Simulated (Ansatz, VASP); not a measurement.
## Cross-check of AsN (honeycomb AsN monolayer) between VASP and Ansatz

Aim: how closely do two programs agree when they are given the same cell, functional and k mesh? The cell is taken from a series of runs on this material, whose earlier steps may have relaxed, scaled, displaced or heated it; both programs get it as it stands.

Calculated with Ansatz 0.2.0; plane waves, with VASP 6.6.1 beside it; single point at r2SCAN with D4.

### 1. The structure

The cell holds 2 atoms: 1 N and 1 As. Its edges and angles: a = 2.932 Å, b = 2.932 Å, c = 18.928 Å, α = 90.0°, β = 90.0°, γ = 120.0°. Vacuum lies along c.

Coordinates:

```
N As
1.0
     2.93208    0.00000    0.00000
    -1.46604    2.53926    0.00000
     0.00000    0.00000   18.92789
N As
1 1
Direct
  0.66667 0.33333 0.47549
  0.33333 0.66667 0.52451
```

### 2. VASP: single point, r2SCAN with D4

A single point gives forces, pressure and levels at one fixed geometry, so differences don't come from the geometry; what else differs is listed under the comparison.

Lines of VASP's logs that name or quote its potential files are left out, and so is its time.

File INCAR:

```
SYSTEM = AsN
PREC = Accurate
ENCUT = 580
EDIFF = 1E-06
NELM = 120
ISMEAR = -1
SIGMA = 0.02585
LREAL = .FALSE.
ALGO = Normal
METAGGA = R2SCAN
IVDW = 13
VDW_S6 = 1
VDW_S8 = 0.6018749
VDW_A1 = 0.51559235
VDW_A2 = 5.77342911
LASPH = .TRUE.
NBANDS = 11
LORBIT = 11
LWAVE = .FALSE.
LCHARG = .FALSE.
ISIF = 2
LDIPOL = .TRUE.
IDIPOL = 3
DIPOL = 0.5 0.5 0.5
LVHAR = .TRUE.
GGA_COMPAT = .FALSE.
EFERMI = MIDGAP
NELMDL = -8
LMIXTAU = .TRUE.
```

File POSCAR:

```
AsN
1.0
    2.9320821483      0.0000000000      0.0000000000
   -1.4660410741      2.5392576264      0.0000000000
    0.0000000000      0.0000000000     18.9278894659
N As
1 1
Direct
    0.6666666667      0.3333333333      0.4754888291
    0.3333333334      0.6666666666      0.5245111709
```

File KPOINTS:

```
Automatic mesh
0
Gamma
18 18 1
0 0 0
```

PAW data sets: N and As (PBE family, release 64).

The run is started by

```bash
$ mpirun -np 1 vasp_std
```

Numbers of over 12 decimals in the logs are rounded to 6 here.

Output:

```text
[banner, memory and clock lines left out]
running    1 mpi-ranks, on    1 nodes
 distrk:  each k-point on    1 cores,    1 groups
 distr:  one band on    1 cores,    1 groups

 POSCAR found type information on POSCAR N As
 POSCAR found :  2 types and       2 ions
|                                                                             |
|               ----> ADVICE to this user running VASP <----                  |
|                                                                             |
|     You enforced a specific xc type in the INCAR file but a different       |
|     [... a line on the potential file left out ...]
|     I HOPE YOU KNOW WHAT YOU ARE DOING!                                     |
|                                                                             |

 LDA part: xc-table for (None), standard interpolation
 POSCAR, INCAR and KPOINTS ok, starting setup
 FFT: planning ... GRIDC
 FFT: planning ... GRID_SOFT
 FFT: planning ... GRID
 WAVECAR not read
 entering main loop
       N       E                     dE             d eps       ncg     rms          rms(c)
DAV:   1     0.678239859776E+02    0.67824E+02   -0.37137E+03   814   0.700E+02
DAV:   2    -0.165794168596E+02   -0.84403E+02   -0.76580E+02  1223   0.134E+02
DAV:   3    -0.265959812909E+02   -0.10017E+02   -0.99648E+01  1145   0.617E+01
DAV:   4    -0.267971436922E+02   -0.20116E+00   -0.20076E+00  1116   0.976E+00
DAV:   5    -0.267987720043E+02   -0.16283E-02   -0.16280E-02  1128   0.731E-01
DAV:   6    -0.267987810525E+02   -0.90482E-05   -0.90482E-05  1149   0.491E-02
DAV:   7    -0.267987810637E+02   -0.11179E-07   -0.11160E-07  1193   0.176E-03
DAV:   8    -0.267987810637E+02   -0.26830E-10   -0.58396E-10  1072   0.105E-04    0.821E+00
DAV:   9    -0.243374127253E+02    0.24614E+01   -0.14566E+01  1199   0.199E+01    0.388E+00
DAV:  10    -0.234743344298E+02    0.86308E+00   -0.11599E+00  1083   0.767E+00    0.233E+00
DAV:  11    -0.237470229846E+02   -0.27269E+00   -0.34343E-01  1122   0.449E+00    0.680E-01
DAV:  12    -0.228992725412E+02    0.84775E+00   -0.22883E-01   985   0.390E+00    0.339E-01
DAV:  13    -0.229406189178E+02   -0.41346E-01   -0.42962E-02   940   0.200E+00    0.154E-01
DAV:  14    -0.228115987651E+02    0.12902E+00   -0.21922E-02   853   0.149E+00    0.114E-01
[...]
DAV:  55    -0.226284849193E+02   -0.15134E-03   -0.38816E-05   814   0.638E-02    0.109E-02
DAV:  56    -0.226283532192E+02    0.13170E-03   -0.49717E-05   814   0.709E-02    0.952E-03
DAV:  57    -0.226283559398E+02   -0.27206E-05   -0.19868E-06  1078   0.181E-02    0.111E-02
DAV:  58    -0.226284177102E+02   -0.61770E-04   -0.43864E-06   817   0.196E-02    0.998E-03
DAV:  59    -0.226285037517E+02   -0.86041E-04   -0.14410E-05   820   0.345E-02    0.514E-03
DAV:  60    -0.226285208936E+02   -0.17142E-04   -0.19574E-06   943   0.159E-02    0.390E-03
DAV:  61    -0.226285684924E+02   -0.47599E-04   -0.13802E-05   814   0.322E-02    0.264E-03
DAV:  62    -0.226285680013E+02    0.49115E-06   -0.15488E-06   847   0.166E-02
   1 F= -.22748574E+02 E0= -.22748574E+02  d E =-.104337E-20
```

Parts of OUTCAR (step 2):

```text
ion  position               nearest neighbor table
   1  0.667  0.333  0.475-   2 1.93   2 1.93   2 1.93
   2  0.333  0.667  0.525-   1 1.93   1 1.93   1 1.93

  LATTYP: Found a hexagonal cell.
 ALAT       =     2.9320821483
 C/A-ratio  =     6.4554430976

 Subroutine GETGRP returns: Found  6 space group operations
 (whereof  6 operations were pure point group operations)

The static configuration has the point symmetry C_3v.

 Found     37 irreducible k-points:

   k-points           NKPTS =     37   k-points in BZ     NKDIM =     37   number of bands    NBANDS=     11

   dimension x,y,z NGX =    24 NGY =   24 NGZ =  150
   dimension x,y,z NGXF=    48 NGYF=   48 NGZF=  300

   ENCUT  =  580.0 eV  42.63 Ry    6.53 a.u.   5.76  5.76 37.17*2*pi/ulx,y,z

   NELECT =      10.0000    total number of electrons

 k-points in reciprocal lattice and weights: Automatic mesh
   0.00000000  0.00000000  0.00000000       0.003
   0.05555556  0.00000000  0.00000000       0.019
   0.11111111  0.00000000  0.00000000       0.019
   0.16666667 -0.00000000  0.00000000       0.019
   0.22222222  0.00000000  0.00000000       0.019
   0.27777778  0.00000000  0.00000000       0.019
   0.33333333  0.00000000  0.00000000       0.019
   0.38888889 -0.00000000  0.00000000       0.019
   0.44444444  0.00000000  0.00000000       0.019
[...]
0.33333333  0.27777778  0.00000000       0.037
   0.33333333  0.33333333  0.00000000       0.006

 dipolmoment           0.000000      0.000000     -0.071495 electrons x Angstroem

 average (electrostatic) potential at core
       1 -75.7908       2 -63.9668

 E-fermi :  -3.5867

 k-point     1 :       0.0000    0.0000    0.0000
  band No.  band energies     occupation
      1     -23.7902      2.00000
      2     -12.7634      2.00000
      3      -6.4912      2.00000
      4      -6.4912      2.00000
      5      -5.1670      2.00000
      6      -1.4731      0.00000
      7       1.3473      0.00000
      8       2.2930      0.00000
      9       2.2930      0.00000
     10       2.3773      0.00000
    ...

 k-point     2 :       0.0556    0.0000    0.0000
  band No.  band energies     occupation
      1     -23.7314      2.00000
      2     -12.7300      2.00000
      3      -6.8688      2.00000
      4      -6.5708      2.00000
      5      -5.1024      2.00000
      6      -1.2115      0.00000
      7       1.4237      0.00000
      8       2.0442      0.00000
      9       2.3686      0.00000
     10       2.4545      0.00000
    ...

 k-point     3 :       0.1111    0.0000    0.0000
  band No.  band energies     occupation
      1     -23.5563      2.00000
      2     -12.6450      2.00000
      3      -7.7316      2.00000
      4      -6.7896      2.00000
      5      -4.9870      2.00000
      6      -0.6620      0.00000
      7       1.4131      0.00000
      8       1.7315      0.00000
      9       2.5630      0.00000
     10       2.6834      0.00000
    ...

  DFT-D4 for vdW energy calculation

  Edisp (eV):   -0.12001

  Total       0.04319     0.04319     0.07325     0.00000     0.00000     0.00000
  in kB       0.49101     0.49101     0.83280     0.00000     0.00000     0.00000
  external pressure =        0.60 kB  Pullay stress =        0.00 kB

  energy-cutoff  :      580.00
  volume of cell :      140.92
      direct lattice vectors                 reciprocal lattice vectors
     2.932082148  0.000000000  0.000000000     0.341054564  0.196907945  0.000000000
    -1.466041074  2.539257626  0.000000000     0.000000000  0.393815889  0.000000000
     0.000000000  0.000000000 18.927889466     0.000000000  0.000000000  0.052832092

 POSITION                                       TOTAL-FORCE (eV/Angst)
 -----------------------------------------------------------------------------------
      1.46604      0.84642      9.00000        -0.000000      0.000000     -0.088714
      0.00000      1.69284      9.92789         0.000000     -0.000000      0.088714
 -----------------------------------------------------------------------------------
    total drift:                               -0.000001      0.000000      0.000129

  FREE ENERGIE OF THE ION-ELECTRON SYSTEM (eV)
  ---------------------------------------------------
  free  energy   TOTEN  =       -22.7485740572 eV

  energy  without entropy=      -22.7485740572  energy(sigma->0) =      -22.74857406

 vacuum level on the upper side and lower side of the slab         1.321         3.059

 total charge
# of ion       s       p       d       tot
------------------------------------------
    1        1.297   2.390   0.000   3.687
    2        1.261   1.384   0.141   2.786
--------------------------------------------------
tot          2.558   3.774   0.141   6.473

[... 3 further parts left out ...]
```

### 3. Ansatz: single point, r2SCAN with D4

Ansatz runs on its default PAW (the set named soft_2) files.

The same cell, functional, mesh and smearing now go to Ansatz, which takes its cutoff from its data sets.

File input.yaml:

```yaml
crystal:
  lattice:
    - [2.9320821483, 0.0, 0.0]
    - [-1.4660410741, 2.5392576264, 0.0]
    - [0.0, 0.0, 18.9278894659]
  atoms:
    - { symbol: "N", position: [0.6666666667, 0.3333333333, 0.4754888291] }
    - { symbol: As, position: [0.3333333333, 0.6666666667, 0.5245111709] }
kpoints:
  mp_grid: { grid: [18, 18, 1] }
  band_path:
    path: [[0, 0, 0], [0.5, 0, 0], [0.33333333, 0.33333333, 0], [0, 0, 0]]
    npoints: 16
hamiltonian:
  xc: r2scan
  dispersion: d4
scf:
  occupations: { method: fermi_dirac, width: 0.02585 }
  convergence: { dr2_threshold: 1.0e-10 }
efield:
  axis: 3
  dipole_correction: true
  ramp_position: 0.97
  ramp_width: 0.06
  amplitude: 0
output:
  dos: { projected: true, e_range: [-6, 5] }
  bader: true
  write_potential: true
  write_density: true
  volumetric_format: npy
  elf: true
```

The run is started by

```bash
$ ansatz run input.yaml --threads 2 --pin off --max-ram 3072MiB --backend cpu --events-out ev --progress --plain --runs-dir out
```

Output:

```text
Engine: ansatz 0.2.0, aarch64-unknown-linux-gnu
Pseudopotentials: kind: paw
Pseudopotential: N, paw, valence charge 5, recommended cutoff 500 eV (meta_gga), N.paw.azcp
Pseudopotential: As, paw, valence charge 15, recommended cutoff 500 eV (meta_gga), As.paw.azcp
Functional definition: r2SCAN
  parameter k0 = 0.174
  parameter k1 = 0.065
  parameter a1 = 4.9479
  exchange = r2scan_x(k0 = k0, k1 = k1, a1 = a1)
  correlation = r2scan_c
Crystal: 2 atoms, lattice volume = 140.924 Å³
Basis set: ecut = 500 eV, 3621 PW (Γ), exchange–correlation on 96×96×576 points (64 copies of the dense FFT grid, shifted against one another)
Bands: 14, of which v1, the nominal top of the filled ones, is band 10 counted from 1 (9 counted from 0)
Symmetry: 6 space group operations
Space group: P3m1 (ITA 156), of the structure as read, at distance tolerance 5.2e-5 Å
k-points: 37 of 324 (time reversal used)
Non-local potential: N, projectors of the file, l = 0: 2, l = 1: 2, l = 2: 1
Non-local potential: As, projectors of the file, l = 0: 2, l = 1: 2, l = 2: 3, l = 3: 1
PAW form: soft (Blöchl's): semilocal exchange-correlation on the pseudo side does not see the compensation charge
PAW frozen core: N, regenerated for the run's functional (the file was generated under x = pbe(κ = 0.804, μ = 0.219515), c = pbe(β = 0.066725))
PAW frozen core: As, regenerated for the run's functional (the file was generated under x = pbe(κ = 0.804, μ = 0.219515), c = pbe(β = 0.066725))
PAW one-centre angular grid: N, 302 points (default); XC on 160 Gauss nodes
PAW one-centre angular grid: As, 590 points (default); XC on 160 Gauss nodes
Initial density: superposition of atomic densities (neutral atoms: chi_scale 0, normalization atom), corrected by the library's trained network
Initial wavefunctions: pseudopotential atomic-orbital guess
Functional: x = r2scan, c = r2scan; τ floored in thin density (d = 2e-4 eV/Å³)
SCF iter   1: F=—  HF=-5248.227263 eV  |F-HF|=—  |Δ(HF+E_count)|=         —  Δρ=4.37e-3  dr2=2.29e-2  dr2_τ=6.63e-2  ethr=1.77e-3  p=0.051 e·Å  D=6.52e-2 V/Å  ΔV_dip=-1.23 eV  dr2_dipole=4.29e-4  V_vac-E_F(+/−)=4.91/6.14 eV  ⟨swp⟩=7.6  Hψ=3465  notcnv=0
efield: sawtooth ramp at fractional position 0.9700 (set: `efield.ramp_position`, or a place that a band, a saddle search or an elastic batch's reference lends), width 0.0600; the density the first Hamiltonian is built on has a dipole p = 0.051 e·Å; the dipole correction subtracts the counter field D = 6.52e-2 V/Å, which shifts the + side's vacuum level by -1.23 eV against the − side's; the planar-averaged density in the ramp window peaks in size at 1.6e-5 e/Å³
preconditioner: auto → none  [insulator: Δε(μ)=2.390 eV  Ē_g=13.504 eV  σ=0.026 eV  W_gap=1.00  n_scr=10 (ndim 8)  ℏωp=9.9 eV  f_vac=0.759  D(μ)=0.00/eV (n_scr^D=0)  ε∞_Penn≈1.5]
SCF iter   2: F=—  HF=-5248.239405 eV  |F-HF|=—  |Δ(HF+E_count)|=   1.21e-2  Δρ=1.69e-3  dr2=2.76e-3  dr2_τ=3.15e-4  ethr=1.14e-4  p=0.064 e·Å  D=8.18e-2 V/Å  ΔV_dip=-1.55 eV  dr2_dipole=1.71e-4  V_vac-E_F(+/−)=4.97/6.52 eV  ⟨swp⟩=3.2  Hψ=1462  notcnv=0
SCF iter   3: F=—  HF=-5248.241112 eV  |F-HF|=—  |Δ(HF+E_count)|=   1.71e-3  Δρ=1.33e-3  dr2=3.84e-3  dr2_τ=2.11e-4  ethr=1.38e-5  p=0.073 e·Å  D=9.34e-2 V/Å  ΔV_dip=-1.77 eV  dr2_dipole=2.98e-4  V_vac-E_F(+/−)=4.84/6.61 eV  ⟨swp⟩=3.1  Hψ=911  notcnv=0
SCF iter   4: F=—  HF=-5248.240944 eV  |F-HF|=—  |Δ(HF+E_count)|=   1.68e-4  Δρ=6.44e-4  dr2=1.00e-3  dr2_τ=5.11e-5  ethr=1.38e-5  p=0.067 e·Å  D=8.64e-2 V/Å  ΔV_dip=-1.64 eV  dr2_dipole=1.57e-4  V_vac-E_F(+/−)=4.93/6.56 eV  ⟨swp⟩=2.6  Hψ=797  notcnv=0
SCF iter   5: F=—  HF=-5248.241101 eV  |F-HF|=—  |Δ(HF+E_count)|=   1.57e-4  Δρ=2.36e-4  dr2=8.28e-5  dr2_τ=1.48e-6  ethr=5.00e-6  p=0.071 e·Å  D=9.07e-2 V/Å  ΔV_dip=-1.72 eV  dr2_dipole=9.84e-6  V_vac-E_F(+/−)=4.88/6.60 eV  ⟨swp⟩=3.0  Hψ=734  notcnv=0
SCF iter   6: F=—  HF=-5248.241170 eV  |F-HF|=—  |Δ(HF+E_count)|=   6.90e-5  Δρ=5.47e-5  dr2=4.02e-6  dr2_τ=6.96e-8  ethr=4.14e-7  p=0.072 e·Å  D=9.21e-2 V/Å  ΔV_dip=-1.74 eV  dr2_dipole=4.20e-7  V_vac-E_F(+/−)=4.87/6.61 eV  ⟨swp⟩=2.0  Hψ=775  notcnv=0
SCF iter   7: F=—  HF=-5248.241177 eV  |F-HF|=—  |Δ(HF+E_count)|=   6.17e-6  Δρ=6.65e-6  dr2=4.42e-8  dr2_τ=1.69e-9  ethr=2.01e-8  p=0.072 e·Å  D=9.23e-2 V/Å  ΔV_dip=-1.75 eV  dr2_dipole=4.35e-9  V_vac-E_F(+/−)=4.86/6.61 eV  ⟨swp⟩=2.2  Hψ=832  notcnv=0
SCF iter   8: F=—  HF=-5248.241176 eV  |F-HF|=—  |Δ(HF+E_count)|=   3.50e-7  Δρ=1.11e-6  dr2=9.21e-10  dr2_τ=4.04e-11  ethr=2.21e-10  p=0.072 e·Å  D=9.24e-2 V/Å  ΔV_dip=-1.75 eV  dr2_dipole=3.36e-11  V_vac-E_F(+/−)=4.86/6.61 eV  ⟨swp⟩=2.9  Hψ=952  notcnv=0
SCF iter   9: F=—  HF=-5248.241176 eV  |F-HF|=—  |Δ(HF+E_count)|=   1.84e-9  Δρ=2.16e-7  dr2=5.70e-11  dr2_τ=2.54e-12  ethr=1.00e-12  p=0.072 e·Å  D=9.24e-2 V/Å  ΔV_dip=-1.75 eV  dr2_dipole=9.75e-13  V_vac-E_F(+/−)=4.86/6.61 eV  ⟨swp⟩=6.7  Hψ=2094  notcnv=0
SCF iter  10: F=-5248.241176 eV  HF=-5248.241176 eV  |F-HF|=2.09e-11  |Δ(HF+E_count)|=  1.57e-10  Δρ=4.96e-8  dr2=4.69e-12  dr2_τ=1.22e-13  ethr=1.00e-12  p=0.072 e·Å  D=9.24e-2 V/Å  ΔV_dip=-1.75 eV  dr2_dipole=1.10e-13  V_vac-E_F(+/−)=4.86/6.61 eV  ⟨swp⟩=3.6  Hψ=1398  notcnv=0
SCF 1 converged in 10 iterations: F = -5248.241176 eV  dr2 = 4.69e-12
  greatest PAW one-centre occupation: 0.999 electrons in one spin orbital (limit 2), on the As atom at site 1 (counted from 0), in its partial waves of l = 2
NSCF: frozen V_eff on 49 k-points
efield: sawtooth ramp at fractional position 0.9700 (kept from the solve that this one continues, or follows in the run), width 0.0600; the density the first Hamiltonian is built on has a dipole p = 0.072 e·Å; the dipole correction subtracts the counter field D = 9.24e-2 V/Å, which shifts the + side's vacuum level by -1.75 eV against the − side's; the planar-averaged density in the ramp window peaks in size at 2.2e-7 e/Å³
WARN: The output density's exchange-correlation potential varies sharply where the density is thin. Do not read a vacuum level from v_tot or v_xc, or from such a field of the output density. On a cell that repeats whose density bears no net charge and no dipole along the vacuum's axis use v_es (v_loc + v_h of the components); under efield.dipole_correction with no amplitude use v_es + v_field, which holds any externa [...]
SCF converged after 10 iterations
Free energy (F): -5248.241176 eV
Harris-Foulkes:  -5248.241176 eV  (|F-HF|=2.09e-11)
Internal energy: -5248.241176 eV  (E = F + TS)
E sigma→0 (E₀):  -5248.241176 eV
Fermi energy:    -2.589613 eV
Dipole field:    D = 0.092387 V/Å  (p = 0.071950 e·Å, saw-weighted, corrected)
Work function:   Φ+ = 4.8639 eV   Φ− = 6.6126 eV
Levels:          The Fermi level and band energies are counted from a zero that moves with the ramp; work functions are not
--- Per-component energies (eV) ---
  E_band       = -509.702702
  E_kinetic    = 231.442456
  E_local      = -13696.364592  (includes V_loc(G=0)·N_el)
  E_nonlocal   = -622.877198
  E_hartree    = 6768.773876
  E_xc         = -132.873530
  E_vxc        = -168.345409  (∫ρ·V_xc dr)
  E_paw        = -1977.002079  (= ΣΔE_a)
  E_vpaw       = 199.541886  (= ΣTr[D̂ρ^β])
  E_aug_tail   = 0.000007  (compensation charges beyond the density's cutoff)
  E_vtau       = 9.774250  (kinetic-family band-sum trace: ∫τ·v_τ [+ j·A + Jᵃ·Aᵃ] dr)
  E_efield     = 0.003324  (sawtooth field / dipole correction)
  E_vefield    = -0.421977  (∫n·V_field dr)
  E_ewald      = 4182.263401
  E_disp       = -0.119869  (pairwise vdW)
  E_core_change = -1.486972  (= ΣΔE_core)
  E_smearing   = -0.000000  (= −TS)
  E_closure    = -0.000000  (closes the sum)
  Σ components = -5248.241176   (vs F -5248.241176, Δ=0.00e0)
--- Band table (eV; the first three rows and the last of 37) ---
  k-point 0: bands = [... 6 lower, -11.8184, -5.4929, -5.4929, -4.2014, -0.4975, 2.3053, 3.2818, 3.2818]
  k-point 1: bands = [... 6 lower, -11.7847, -5.8701, -5.5724, -4.1372, -0.2355, 2.3821, 3.0316, 3.3565]
  k-point 2: bands = [... 6 lower, -11.6984, -6.7316, -5.7911, -4.0230, 0.3151, 2.3913, 2.6951, 3.5485]
  k-point 36: bands = [... 6 lower, -14.4824, -10.7984, -6.3561, -5.0781, -0.6289, 2.1653, 4.9247, 8.7173]
--- Bader charges: 2 sites ---
  site symbol  charge [e]  shift [e]
     0      N     -1.2479     0.0117
     1     As      1.2479     0.0117
  estimated error of the sums over rays = 4.6e-4 e
```

### 4. Side by side

Known differences besides the potentials themselves: VASP keeps PBE cores, Ansatz makes them for the functional; the data sets hold 20 valence electrons in Ansatz (on its default PAW (the set named soft_2) files) and 10 in VASP; the cutoff is 500 eV in Ansatz and 580 eV in VASP. Total energies have different zeros and are not compared.

Both answers:

| quantity | Ansatz | VASP | difference |
| --- | --- | --- | --- |
| gap on the k mesh (eV) | 2.346 | 2.322 | +0.024 |

A gap on the mesh is an upper bound, since the band edges may lie between its points. With vacuum in the cell, a pressure given here is an average over mostly empty space and none of the material.

### 5. What came out

| Property | Result |
| --- | --- |
| difference in gap on the k mesh (single point, r2SCAN with D4) | 0.024 eV |

The difference in gap on the k mesh is 0.024 eV (single point, r2SCAN with D4), within the 0.08 eV picked in this series as the mark of a large difference. The data sets hold unlike numbers of valence electrons (20 in Ansatz and 10 in VASP), so part of the differences comes from the potentials. Such differences can come from data sets, numerical settings and the points named under the comparisons, not from the functional's error against experiment.

[Lines on the potential files, build, host, timing and source positions are cut from VASP's logs without a mark.]

[Logs are printed without paths, hosts, clocks, repeated set-up lines and the standing remarks that a program may print on its own settings, such as how far it seeks lower states.]

[Hosts, paths, dates, database ids (printed as entryN), source tags and the programs' standing remarks are cut or masked in the printed files.]
